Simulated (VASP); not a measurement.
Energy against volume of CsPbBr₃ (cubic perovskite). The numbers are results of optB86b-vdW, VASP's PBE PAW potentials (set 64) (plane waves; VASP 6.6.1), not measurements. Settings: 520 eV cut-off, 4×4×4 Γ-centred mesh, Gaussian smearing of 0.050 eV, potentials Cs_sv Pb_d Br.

```
V (Å³/atom)  E (eV/atom)
-----------  -----------
39.992          -0.95709
41.229          -0.96000
42.466          -0.95782
43.703          -0.95137
```

**Question.** Fit these four points and predict the energy of the run at 38.756 Å³/atom.

**Answer.** A cubic in V^(−2/3), the third-order Birch-Murnaghan form, passes through the four points with V0 = 41.28 Å³/atom and B0 = 22 GPa, and gives -0.9481 eV/atom there. The run gave -0.9481 eV/atom, +0.0 meV/atom from the fit; all five points give B0 = 22 GPa.

The compound is CsPbBr3 in the cubic perovskite structure, the ideal cubic form; the compound distorts at low or room temperature. It was relaxed first.
